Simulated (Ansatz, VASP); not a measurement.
# One calculation of SnPt3, two programs

```
Sn Pt
1.0
     4.05264    0.00000    0.00000
     0.00000    4.05264    0.00000
     0.00000    0.00000    4.05264
Sn Pt
1 3
Direct
  0.00000 0.00000 0.00000
  0.00000 0.50000 0.50000
  0.50000 0.00000 0.50000
  0.50000 0.50000 0.00000
```

Change from the starting cell: volume scaled by 1.04.

Alike in both runs: task single point; functional LDA; k mesh 8 × 8 × 8; occupations fermi-dirac, width 0.05 eV; no spin polarisation.

```csv
,VASP,Ansatz
version,VASP 6.6.1,Ansatz 0.2.0
potentials or method,"VASP PAW LDA potentials, release 64 (Sn_d, Pt), cutoff 520 eV","all-electron LAPW, scalar-relativistic"
```

|  | VASP | Ansatz | Ansatz less VASP |
| --- | --- | --- | --- |
| pressure (GPa) | -10.9 | -11.5 | -0.59 |

Ansatz ran all-electron here, so the differences hold the error of VASP's frozen core and of both bases.

Spin-orbit coupling is left out, which matters for the levels of Pt.
